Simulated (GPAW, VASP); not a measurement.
A VASP calculation is set up with these files.

### POSCAR
```
CrB
1
   -1.4212350000     1.4212350000     7.6454900000
    1.4212350000    -1.4212350000     7.6454900000
    1.4212350000     1.4212350000    -7.6454900000
Cr B
4 4
Direct
  0.1975700000   0.1975700000   0.0000000000
  0.9475700000   0.4475700000   0.5000000000
  0.5524300000   0.0524300000   0.5000000000
  0.8024300000   0.8024300000   0.0000000000
  0.3422700000   0.3422700000   0.0000000000
  0.0922700000   0.5922700000   0.5000000000
  0.4077300000   0.9077300000   0.5000000000
  0.6577300000   0.6577300000   0.0000000000
```

### INCAR
```
SYSTEM = CrB
PREC = Accurate
ENCUT = 400
EDIFF = 1E-6
NELM = 100
ALGO = Normal
LREAL = .FALSE.
LASPH = .TRUE.
ISMEAR = 0
SIGMA = 0.05
GGA = PS
LMAXMIX = 4
LWAVE = .FALSE.
LCHARG = .FALSE.
ISIF = 2
```

File KPOINTS:
```
Automatic mesh
0
Gamma
7 7 7
0 0 0
```

POTCAR, in this order: Cr_pv B (PBE.64 set). Program: vasp_std.

Question: Write an input for GPAW that does the same calculation.

Answer: One input that does it (PBEsol, GPAW PAW datasets PBEsol (made by gpaw-setup)):
```
from ase import Atoms
from ase.units import GPa
from gpaw import GPAW, PW

atoms = Atoms(['Cr', 'Cr', 'Cr', 'Cr', 'B', 'B', 'B', 'B'],
              cell=[[-1.421235, 1.421235, 7.645490],
                    [1.421235, -1.421235, 7.645490],
                    [1.421235, 1.421235, -7.645490]],
              scaled_positions=[[0.197570, 0.197570, 0.000000],
                                [0.947570, 0.447570, 0.500000],
                                [0.552430, 0.052430, 0.500000],
                                [0.802430, 0.802430, 0.000000],
                                [0.342270, 0.342270, 0.000000],
                                [0.092270, 0.592270, 0.500000],
                                [0.407730, 0.907730, 0.500000],
                                [0.657730, 0.657730, 0.000000]],
              pbc=True)

calc = GPAW(mode=PW(900),
            xc='PBEsol',
            kpts=(7, 7, 7),
            occupations={'name': 'methfessel-paxton', 'width': 0.05, 'order': 0},
            nbands=-14,
            symmetry={'symmorphic': False, 'tolerance': 0.0005},
            maxiter=120)

atoms.calc = calc

energy = atoms.get_potential_energy()
print('Energy (eV):', round(energy, 6))
forces = atoms.get_forces()
print('Forces (eV/Ang):')
print(forces.round(5))
stress = atoms.get_stress()
print('Stress (GPa, Voigt):', (stress / GPa).round(4))
```
The two runs describe the same crystal, functional and task. Each code takes its own potentials, basis and convergence tests.

The structure comes from a computed database's CrB entry; how it stands against other phases isn't given here. The cell was not relaxed at this level, and its volume differs by -5.9 % from the start's.
